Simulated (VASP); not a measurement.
Given:

```cif
data_Ho2
_chemical_formula_sum 'Ho2'
_space_group_name_H-M_alt 'P 1'
_space_group_IT_number 1
_cell_length_a 3.54783
_cell_length_b 3.54783
_cell_length_c 5.44733
_cell_angle_alpha 90.000
_cell_angle_beta 90.000
_cell_angle_gamma 120.000
loop_
_space_group_symop_operation_xyz
  'x, y, z'
loop_
_atom_site_label
_atom_site_type_symbol
_atom_site_fract_x
_atom_site_fract_y
_atom_site_fract_z
_atom_site_occupancy
Ho1 Ho 0.33333 0.66667 0.25000 1
Ho2 Ho 0.66667 0.33333 0.75000 1
```

Calculation: PBEsol GGA, VASP's PBE PAW potentials (set 64) (plane waves; VASP 6.6.1). Run with 480 eV cut-off, 12×12×6 Γ-centred mesh, first-order Methfessel-Paxton smearing of 0.10 eV, potentials Ho_3.

The 4f electrons are frozen in the core of the lanthanide potential, so 4f levels, which can set the real gap, and their magnetism are missing.

Each relaxation starts from this cell; other phases were not tried.

**Question.** The cell is relaxed at 10 GPa. What happens?

**Answer.** The volume per atom goes from 29.69 to 24.90 Å³ (-16.1 %), and the cell becomes a = b = 3.3115 Å, c = 5.2442 Å, α = β = 90.00°, γ = 120.00°, space group P6_3/mmc.

**Question.** The cell is relaxed at 15 GPa. What happens?

**Answer.** The volume per atom goes from 29.69 to 23.39 Å³ (-21.2 %), and the cell becomes a = b = 3.236 Å, c = 5.160 Å, α = β = 90.00°, γ = 120.00°, space group P6_3/mmc.

Failed runs are left out, and for metals the shear rows, which the mesh's noise covers.

The compound is Ho in the hcp structure.
